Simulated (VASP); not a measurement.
An input for Quantum ESPRESSO's pw.x (written as the equivalent of a VASP run, and not itself run):

```
&CONTROL
  calculation = 'scf'
  pseudo_dir = './pseudo'
  outdir = './out'
  tprnfor = .true.
  tstress = .true.
/
&SYSTEM
  ibrav = 0
  nat = 4
  ntyp = 2
  ecutwfc = 84
  occupations = 'smearing'
  smearing = 'gaussian'
  degauss = 0.000735
  input_dft = 'pbe'
/
&ELECTRONS
  conv_thr = 7.3e-10
  electron_maxstep = 100
/
ATOMIC_SPECIES
  Zn 65.380 Zn.upf
  S 32.060 S.upf
CELL_PARAMETERS angstrom
     3.8058000    0.0000000    0.0000000
    -1.9029000    3.2959190    0.0000000
     0.0000000    0.0000000    6.2379800
ATOMIC_POSITIONS crystal
  Zn   0.3333330  0.6666670  0.0001400
  Zn   0.6666670  0.3333330  0.5001400
  S    0.3333330  0.6666670  0.3748600
  S    0.6666670  0.3333330  0.8748600
K_POINTS automatic
  5 5 4 0 0 0
```

### Question
Write the VASP files for the same calculation (PBE).

### Answer
Several could match; the one computed here: 
### INCAR
```
SYSTEM = ZnS
PREC = Normal; ENCUT = 500; LREAL = .FALSE.
LASPH = .TRUE.
EDIFF = 1E-8; NELM = 100; ALGO = Normal
ISMEAR = 0; SIGMA = 0.01
GGA = PE
LWAVE = .TRUE.; LCHARG = .FALSE.
```

### KPOINTS
```
Automatic mesh
0
Gamma
5 5 4
0 0 0
```

**POSCAR**
```
ZnS
1
    3.8058000000     0.0000000000     0.0000000000
   -1.9029000000     3.2959190000     0.0000000000
    0.0000000000     0.0000000000     6.2379800000
Zn S
2 2
Direct
  0.3333330000   0.6666670000   0.0001400000
  0.6666670000   0.3333330000   0.5001400000
  0.3333330000   0.6666670000   0.3748600000
  0.6666670000   0.3333330000   0.8748600000
```

POTCAR, in this order: Zn_sv_GW S_GW (PBE.64 set). Program: vasp_std.

What does not carry over: the potentials are each code's own (VASP's PAW set, PseudoDojo norm-conserving files in pw.x), so ENCUT and ecutwfc are chosen apart and not converted; conv_thr bounds pw.x's estimated SCF error, while EDIFF bounds the energy change between steps.

The structure comes from a computed database's ZnS entry (P6_3mc); how it stands against other phases isn't given here. The cell was not relaxed at this level.
